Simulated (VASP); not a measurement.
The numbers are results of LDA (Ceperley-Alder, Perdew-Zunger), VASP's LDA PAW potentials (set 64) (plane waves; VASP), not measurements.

The input files of a VASP run:

### POSCAR
```
MoSi2
1.0
 -1.5289120613   1.5289120613   3.7771023494
  1.5289120613  -1.5289120613   3.7771023494
  1.5289120613   1.5289120613  -3.7771023494
Si Mo
2 1
Cartesian
  0.0000000000  -0.0000000000   5.0325971089
 -0.0000000000   0.0000000000   2.5216075899
  0.0000000000   0.0000000000   0.0000000000
```

KPOINTS:
```
K-points
0
G
 14 14 14
```

### INCAR
```
SYSTEM  =  MoSi2
ISIF  =  3
NSW  =  40   ! most ionic steps
ISMEAR  =  1
EDIFF  =  1E-6   ! SCF stop (eV)
EDIFFG  =  -0.02   ! ionic stop
PSTRESS  =  300
LWAVE  =  .False.
LCHARG  =  .False.
ENCUT  =  500   ! plane-wave cut-off (eV)
LASPH  =  .True.   ! aspherical one-centre terms
LMAXMIX  =  4   ! l cut-off of mixed one-centre charges
NELM  =  100   ! most electronic steps
IBRION  =  2   ! conjugate gradients
SIGMA  =  0.1   ! width (eV)
ALGO  =  Normal
PREC  =  Accurate
LREAL  =  .False.
```

POTCAR, in this order: Si Mo_sv (LDA.64 set). Program: vasp_std.

What VASP printed:

File OSZICAR:
```
       N       E                     dE             d eps       ncg     rms          rms(c)
DAV:   1     0.131276982833E+03    0.13128E+03   -0.11336E+04  7328   0.138E+03
DAV:   2    -0.227960958754E+02   -0.15407E+03   -0.15200E+03  8552   0.357E+02
DAV:   3    -0.262986754894E+02   -0.35026E+01   -0.34768E+01  9609   0.487E+01
DAV:   4    -0.263152191589E+02   -0.16544E-01   -0.16535E-01  8531   0.392E+00
DAV:   5    -0.263153462372E+02   -0.12708E-03   -0.12707E-03  9651   0.333E-01    0.298E+01
DAV:   6    -0.256043055183E+02    0.71104E+00   -0.50819E+00  8762   0.181E+01    0.759E+00
DAV:   7    -0.255088238577E+02    0.95482E-01   -0.58401E-01  8447   0.568E+00    0.600E+00
DAV:   8    -0.254769946795E+02    0.31829E-01   -0.82209E-02  8979   0.257E+00    0.369E-01
DAV:   9    -0.254763334892E+02    0.66119E-03   -0.18682E-03  8930   0.377E-01    0.188E-01
DAV:  10    -0.254762408111E+02    0.92678E-04   -0.40782E-04  8706   0.196E-01    0.616E-02
DAV:  11    -0.254762343562E+02    0.64549E-05   -0.57548E-05  9028   0.665E-02    0.134E-02
DAV:  12    -0.254762338306E+02    0.52556E-06   -0.35722E-06  6919   0.139E-02
   1 F= -.18863296E+02 E0= -.18863301E+02  d E =-.188633E+02
```

**OUTCAR**
```
------------------------ aborting loop because EDIFF is reached ----------------------------------------
  FORCE on cell =-STRESS in cart. coord.  units (eV):
  Direction    XX          YY          ZZ          XY          YZ          ZX
  --------------------------------------------------------------------------------------
  Total        6.6676347      6.6676347      6.6249202      0.0000000     -0.0000000      0.0000000
  in kB      302.4813649    302.4813649    300.5435950      0.0000000     -0.0000000      0.0000000
  external PRESSURE =       1.8354416 kB  Pullay stress =     300.0000000 kB
  volume of cell :       35.32
      direct lattice vectors                 reciprocal lattice vectors
    -1.528912061  1.528912061  3.777102349     0.000000000  0.327029927  0.132376609
     1.528912061 -1.528912061  3.777102349     0.327029927  0.000000000  0.132376609
     1.528912061  1.528912061 -3.777102349     0.327029927  0.327029927  0.000000000
 POSITION                                       TOTAL-FORCE (eV/Angst)
 -----------------------------------------------------------------------------------
      0.00000      0.00000      5.03260         0.000000      0.000000      0.017238
      0.00000      0.00000      2.52161         0.000000      0.000000     -0.017238
      0.00000      0.00000      0.00000        -0.000000     -0.000000     -0.000000
 -----------------------------------------------------------------------------------
    total drift:                                0.000000     -0.000000     -0.000000
  FREE ENERGIE OF THE ION-ELECTRON SYSTEM (eV)
  ---------------------------------------------------
  free  energy   TOTEN  =       -25.4762338306 eV

  energy  without entropy=      -25.4762495624  energy(sigma->0) =      -25.47623907
  enthalpy is  TOTEN    =       -18.8632961447 eV   P V=        6.6129376859

 reached required accuracy - stopping structural energy minimisation
```
(Selected blocks of OUTCAR.)

The compound is MoSi2 in the MoSi2 type structure. It was relaxed first under an external pressure of 30 GPa.
